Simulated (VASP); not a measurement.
MgTe (wurtzite), at 1.04 of the tabulated volume:

```xyz
4
Lattice="2.3049 -3.9923 0.0000 2.3049 3.9923 0.0000 0.0000 0.0000 7.4872" Properties=species:S:1:pos:R:3 pbc="T T T"
Mg     2.3049    -1.3308     3.7436
Mg     2.3049     1.3308     0.0000
Te     2.3049    -1.3308     6.5588
Te     2.3049     1.3308     2.8152
```

The lowest empty band near Γ, direction a*, from PBE with spin-orbit coupling in VASP (PAW); its two spin partners are averaged. The gap over the points computed is 2.11 eV, and the next band on that side lies 0.55 eV away at the edge.

Numerical set-up: 400 eV cut-off, 6×6×4 Γ-centred mesh, Gaussian smearing of 0.050 eV, potentials Mg Te.

| distance from the edge in k (1/Å) | distance in energy (meV) |
|---|---|
| 0.012 | 3.1 |
| 0.018 | 7.1 |
| 0.025 | 13.7 |
| 0.035 | 26.7 |
| 0.050 | 53.7 |
| 0.070 | 102.6 |

### Question
Fit E(1 + αE) = ħ²k²/2m* (ħ²/2m0 = 3.810 eV Å²) and predict the row at 0.095 1/Å.

### Answer
Least squares on the energies gives the electron mass m* = 0.172 m0 and α = 0.54 per eV, and so 181.7 meV. The run gave 181.4 meV, -0.3 meV from the fit.

Left out are points under 3 meV from the edge, since the levels carry 0.1 meV, and points farther than half the way to the next band.

The compound is MgTe in the wurtzite structure. The cell was not relaxed at this level.
